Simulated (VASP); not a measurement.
Method: PBE GGA, VASP's PBE PAW potentials (set 64) (plane waves; VASP).

VASP ran on this input.

**KPOINTS**
```
k-points along high-symmetry lines
10
Line-mode
Reciprocal
  0.000000   0.000000   0.000000 ! GAMMA
  0.000000   0.500000   0.000000 ! M

  0.000000   0.500000   0.000000 ! M
 -0.333333   0.666667   0.000000 ! K

 -0.333333   0.666667   0.000000 ! K
  0.000000   0.000000   0.000000 ! GAMMA

  0.000000   0.000000   0.000000 ! GAMMA
  0.000000   0.000000   0.500000 ! A

  0.000000   0.000000   0.500000 ! A
  0.000000   0.500000   0.500000 ! L

  0.000000   0.500000   0.500000 ! L
 -0.333333   0.666667   0.500000 ! H

 -0.333333   0.666667   0.500000 ! H
  0.000000   0.000000   0.500000 ! A

  0.000000   0.500000   0.500000 ! L
  0.000000   0.500000   0.000000 ! M

 -0.333333   0.666667   0.500000 ! H
 -0.333333   0.666667   0.000000 ! K
```

### POSCAR
```
Sc
1
    1.6585090239    -2.8726218071    -0.0000000000
    1.6585090239     2.8726218071     0.0000000000
    0.0000000000    -0.0000000000     5.1621778717
Sc
2
Direct
  0.3333330000   0.6666670000   0.2500000000
  0.6666670000   0.3333330000   0.7500000000
```

INCAR:
```
# general
SYSTEM  = Sc
PREC    = Accurate
ENCUT   = 400
LREAL   = .FALSE.
LASPH   = .TRUE.
ICHARG  = 11

# electronic loop
EDIFF   = 1E-7
NELM    = 100
ALGO    = Normal
LMAXMIX = 4

# smearing
ISMEAR  = 0
SIGMA   = 0.05

# functional
GGA     = PE

# output
LWAVE   = .FALSE.
LCHARG  = .FALSE.
LORBIT  = 11
```

POTCAR, in this order: Sc_sv (PBE.64 set). Program: vasp_std. Read from the step before: CHGCAR.

What VASP printed:

File OUTCAR:
```
 ion  position               nearest neighbor table
   1  0.333  0.667  0.250-   2 3.21   2 3.21   2 3.21   2 3.21   2 3.21   2 3.21
   2  0.667  0.333  0.750-   1 3.21   1 3.21   1 3.21   1 3.21   1 3.21   1 3.21
  LATTYP: Found a hexagonal cell.
 ALAT       =     3.3170179724
 C/A-ratio  =     1.5562706970
 Subroutine PRICEL returns:
 Original cell was already a primitive cell.
 Subroutine GETGRP returns: Found 24 space group operations
The static configuration has the point symmetry D_3d.
 The point group associated with its full space group is D_6h.
The dynamic configuration has the point symmetry D_3d.
 Subroutine INISYM returns: Found 24 space group operations
   k-points           NKPTS =     90   k-points in BZ     NKDIM =     90   number of bands    NBANDS=     15
   number of dos      NEDOS =    301   number of ions     NIONS =      2
   total plane-waves  NPLWV =  20736
   dimension x,y,z NGX =    24 NGY =   24 NGZ =   36
   dimension x,y,z NGXF=    48 NGYF=   48 NGZF=   72
   ions per type =               2
   PREC   = accura    normal or accurate (medium, high low for compatibility)
   ISTART =      0    job   : 0-new  1-cont  2-samecut
   ICHARG =     11    charge: 1-file 2-atom 10-const
   ISPIN  =      1    spin polarized calculation?
   LNONCOLLINEAR =      F non collinear calculations
   LSORBIT =      F    spin-orbit coupling
   INIWAV =      1    electr: 0-lowe 1-rand  2-diag
   ENCUT  =  400.0 eV  29.40 Ry    5.42 a.u.   5.41  5.41  8.42*2*pi/ulx,y,z
   NELM   =    100;   NELMIN=  2; NELMDL= -5     # of ELM steps
   EDIFF  = 0.1E-06   stopping-criterion for ELM
   LREAL  =      F    real-space projection
   NLSPLINE    = F    spline interpolate recip. space projectors
   LMAXMIX     =    4 max onsite mixed and CHGCAR
   VOSKOWN=      0    Vosko Wilk Nusair interpolation
   EDIFFG = 0.1E-05   stopping-criterion for IOM
   NSW    =      0    number of steps for IOM
   NBLOCK =      1;   KBLOCK =      1    inner block; outer block
   IBRION =     -1    ionic relax: 0-MD 1-quasi-New 2-CG
   NFREE  =      0    steps in history (QN), initial steepest desc. (CG)
   ISIF   =      2    stress and relaxation
   ISYM   =      2    0-nonsym 1-usesym 2-fastsym
...
```

**OSZICAR**
```
       N       E                     dE             d eps       ncg     rms          rms(c)
DAV:   1     0.351998686412E+03    0.35200E+03   -0.10289E+04  2740   0.130E+03
DAV:   2     0.510886867874E+01   -0.34689E+03   -0.34270E+03  3563   0.646E+02
DAV:   3    -0.120689482178E+02   -0.17178E+02   -0.16435E+02  4356   0.157E+02
DAV:   4    -0.126676260841E+02   -0.59868E+00   -0.54805E+00  3996   0.214E+01
DAV:   5    -0.126771062112E+02   -0.94801E-02   -0.94681E-02  4428   0.289E+00
DAV:   6    -0.126772230849E+02   -0.11687E-03   -0.11687E-03  4133   0.313E-01
DAV:   7    -0.126772251312E+02   -0.20462E-05   -0.20459E-05  4428   0.470E-02
DAV:   8    -0.126772251890E+02   -0.57863E-07   -0.58295E-07  4054   0.753E-03
   1 F= -.12677225E+02 E0= -.12674235E+02  d E =-.598014E-02
```

File OUTCAR:
```
 val. band max:        3.7500561346   @ k =   0.0000   0.5000   0.4444

 cond. band min:       3.7599711265   @ k =   0.0000   0.5000   0.5000



 k-point     1 :       0.0000    0.0000    0.0000
  band No.  band energies     occupation
      1     -45.7175      2.00000
      2     -45.6461      2.00000
      3     -24.5496      2.00000
      4     -24.2091      2.00000
      5     -24.2091      2.00000
      6     -24.1418      2.00000
      7     -24.1418      2.00000
      8     -24.1107      2.00000
      9      -1.4404      2.00000
     10       2.0575      2.00000
     11       4.3152      0.00000
     12       5.2841      0.00000
     13       5.2842      0.00000
     14       5.5518      0.00000
     15       5.7362      0.00000

 k-point     2 :       0.0000    0.0556    0.0000
  band No.  band energies     occupation
      1     -45.7161      2.00000
      2     -45.6456      2.00000
      3     -24.5456      2.00000
      4     -24.2168      2.00000
      5     -24.2119      2.00000
      6     -24.1500      2.00000
      7     -24.1428      2.00000
      8     -24.1126      2.00000
      9      -1.3729      2.00000
     10       2.1138      2.00000
     11       4.2525      0.00000
     12       5.1458      0.00000
     13       5.3330      0.00000
     14       5.6496      0.00000
     15       5.6986      0.00000

 k-point     3 :       0.0000    0.1111    0.0000
  band No.  band energies     occupation
      1     -45.7120      2.00000
      2     -45.6441      2.00000
      3     -24.5336      2.00000
      4     -24.2392      2.00000
      5     -24.2196      2.00000
      6     -24.1734      2.00000
      7     -24.1457      2.00000
      8     -24.1184      2.00000
      9      -1.1733      2.00000
     10       2.2750      2.00000
     11       4.0876      0.00000
     12       4.8859      0.00000
     13       5.4776      0.00000
     14       5.5677      0.00000
     15       5.8178      0.00000

...
```

The density is held fixed in this step, so its total energy and stress have no physical meaning.

The compound is Sc in the hcp structure. It was relaxed first.
